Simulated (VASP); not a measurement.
Method: LDA (Ceperley-Alder, Perdew-Zunger), VASP's LDA PAW potentials (set 64) (plane waves; VASP).

A VASP calculation is set up with these files.

File KPOINTS:
```
Automatic mesh
0
Gamma
8 8 8
0 0 0
```

INCAR:
```
EDIFFG=-0.02
SYSTEM=GaAs
LCHARG=.FALSE.
ISIF=3   ! ions, shape and volume
LASPH=.TRUE.   ! aspherical one-centre terms
LMAXMIX=4   ! l cut-off of mixed one-centre charges
EDIFF=1E-6
LREAL=.FALSE.   ! projection in real space or not
NELM=100   ! most electronic steps
IBRION=2
ISMEAR=0
NSW=40   ! most ionic steps
LWAVE=.FALSE.
SIGMA=0.05   ! width (eV)
ENCUT=500   ! plane-wave cut-off (eV)
ALGO=Normal   ! blocked Davidson
PSTRESS=50
PREC=Accurate
```

**POSCAR**
```
GaAs
1
    0.0000000000     2.8062513895     2.8062513895
    2.8062513895     0.0000000000     2.8062513895
    2.8062513895     2.8062513895     0.0000000000
Ga As
1 1
Direct
  0.0000000000   0.0000000000   0.0000000000
  0.2500000000   0.2500000000   0.2500000000
```

POTCAR, in this order: Ga_d As (LDA.64 set). Program: vasp_std.

The run wrote:

OUTCAR:
```
 ion  position               nearest neighbor table
   1  0.000  0.000  0.000-   2 2.43   2 2.43   2 2.43   2 2.43
   2  0.250  0.250  0.250-   1 2.43   1 2.43   1 2.43   1 2.43
  LATTYP: Found a face centered cubic cell.
 ALAT       =     5.6125027790
 Subroutine PRICEL returns:
 Original cell was already a primitive cell.
 Subroutine GETGRP returns: Found 24 space group operations
The static configuration has the point symmetry T_d .
The dynamic configuration has the point symmetry T_d .
 Subroutine INISYM returns: Found 24 space group operations
 Subroutine IBZKPT returns following result:
 Found     29 irreducible k-points:

 Following reciprocal coordinates:
            Coordinates               Weight
  0.000000  0.000000  0.000000      1.000000
  0.125000  0.000000  0.000000      8.000000
  0.250000  0.000000  0.000000      8.000000
  0.375000  0.000000  0.000000      8.000000
  0.500000  0.000000  0.000000      4.000000
  0.125000  0.125000  0.000000      6.000000
  0.250000  0.125000  0.000000     24.000000
  0.375000  0.125000  0.000000     24.000000
  0.500000  0.125000  0.000000     24.000000
...
```

OSZICAR:
```
       N       E                     dE             d eps       ncg     rms          rms(c)
DAV:   1     0.805807956010E+02    0.80581E+02   -0.93314E+03   762   0.186E+03
DAV:   2    -0.307767607715E+01   -0.83658E+02   -0.80278E+02   794   0.323E+02
DAV:   3    -0.975012664404E+01   -0.66725E+01   -0.66374E+01   964   0.772E+01
DAV:   4    -0.986916728291E+01   -0.11904E+00   -0.11889E+00   825   0.112E+01
DAV:   5    -0.987148023350E+01   -0.23130E-02   -0.23128E-02   944   0.141E+00    0.307E+00
DAV:   6    -0.968323678263E+01    0.18824E+00   -0.26886E-01  1146   0.102E+01    0.180E+00
DAV:   7    -0.964012137985E+01    0.43115E-01   -0.78287E-02   964   0.230E+00    0.520E-01
DAV:   8    -0.963698149961E+01    0.31399E-02   -0.96725E-03   879   0.131E+00    0.108E-01
DAV:   9    -0.963694932486E+01    0.32175E-04   -0.77822E-04   904   0.355E-01    0.437E-02
DAV:  10    -0.963695267426E+01   -0.33494E-05   -0.43009E-05  1097   0.870E-02    0.232E-02
DAV:  11    -0.963695754903E+01   -0.48748E-05   -0.71734E-06   844   0.450E-02    0.200E-03
DAV:  12    -0.963695741100E+01    0.13803E-06   -0.47442E-07   497   0.115E-02
   1 F= -.82576244E+01 E0= -.82576244E+01  d E =-.825762E+01
       N       E                     dE             d eps       ncg     rms          rms(c)
DAV:   1    -0.112911390603E+02   -0.16542E+01   -0.20970E+01   974   0.871E+01    0.794E+00
DAV:   2    -0.986188137186E+01    0.14293E+01   -0.34147E+00   949   0.662E+01    0.324E+00
DAV:   3    -0.956867645987E+01    0.29320E+00   -0.21187E-01  1065   0.795E+00    0.109E+00
DAV:   4    -0.952418291524E+01    0.44494E-01   -0.25930E-02  1084   0.176E+00    0.328E-01
DAV:   5    -0.951928342863E+01    0.48995E-02   -0.32904E-03   887   0.763E-01    0.649E-02
DAV:   6    -0.951921132003E+01    0.72109E-04   -0.21206E-04  1127   0.142E-01    0.949E-03
DAV:   7    -0.951921290988E+01   -0.15898E-05   -0.13049E-05   874   0.352E-02    0.540E-03
DAV:   8    -0.951921365809E+01   -0.74821E-06   -0.93456E-07   510   0.152E-02
   2 F= -.82753715E+01 E0= -.82753715E+01  d E =-.177471E-01
       N       E                     dE             d eps       ncg     rms          rms(c)
DAV:   1    -0.990242916559E+01   -0.38322E+00   -0.41454E+00   989   0.468E+01    0.312E+00
DAV:   2    -0.966822304025E+01    0.23421E+00   -0.39221E-01   939   0.146E+01    0.145E+00
DAV:   3    -0.960652584860E+01    0.61697E-01   -0.81885E-02   994   0.634E+00    0.289E-01
DAV:   4    -0.960104214622E+01    0.54837E-02   -0.75766E-03   910   0.157E+00    0.107E-01
DAV:   5    -0.960031873793E+01    0.72341E-03   -0.46524E-04  1045   0.328E-01    0.363E-02
DAV:   6    -0.960027429348E+01    0.44444E-04   -0.88613E-05   950   0.188E-01    0.170E-02
DAV:   7    -0.960027128351E+01    0.30100E-05   -0.15085E-05   934   0.907E-02    0.552E-03
DAV:   8    -0.960027133314E+01   -0.49633E-07   -0.14942E-06   633   0.146E-02
   3 F= -.83003363E+01 E0= -.83003363E+01  d E =-.427119E-01
```

OUTCAR:
```
------------------------ aborting loop because EDIFF is reached ----------------------------------------
  FORCE on cell =-STRESS in cart. coord.  units (eV):
  Direction    XX          YY          ZZ          XY          YZ          ZX
  --------------------------------------------------------------------------------------
  Total        1.2877543      1.2877543      1.2877543     -0.0000000      0.0000000      0.0000000
  in kB       49.5314873     49.5314873     49.5314873     -0.0000000      0.0000000      0.0000000
  external PRESSURE =      -0.4685127 kB  Pullay stress =      50.0000000 kB
  volume of cell :       41.65
      direct lattice vectors                 reciprocal lattice vectors
    -0.000000000  2.751338840  2.751338840    -0.181729707  0.181729707  0.181729707
     2.751338840  0.000000000  2.751338840     0.181729707 -0.181729707  0.181729707
     2.751338840  2.751338840 -0.000000000     0.181729707  0.181729707 -0.181729707
  FREE ENERGIE OF THE ION-ELECTRON SYSTEM (eV)
  ---------------------------------------------------
  free  energy   TOTEN  =        -9.6002713331 eV

  energy  without entropy=       -9.6002713331  energy(sigma->0) =       -9.60027133
  enthalpy is  TOTEN    =        -8.3003362796 eV   P V=        1.2999350535

 reached required accuracy - stopping structural energy minimisation
```
(Selected blocks of OUTCAR.)

CONTCAR:
```
GaAs
   1.00000000000000
    -0.0000000000000000    2.7513388404004493    2.7513388404004493
     2.7513388404004493    0.0000000000000000    2.7513388404004493
     2.7513388404004493    2.7513388404004493   -0.0000000000000000
  Ga              As
     1     1
Direct
     0.0000000000000000    0.0000000000000000    0.0000000000000000
     0.2500000000000000    0.2500000000000000    0.2500000000000000
```

Energy and stress use the plane-wave basis of the starting cell.

The compound is GaAs in the zinc blende structure. This run relaxes it under an external pressure of 5 GPa. Symmetry was kept, so distortions that lower it aren't found.
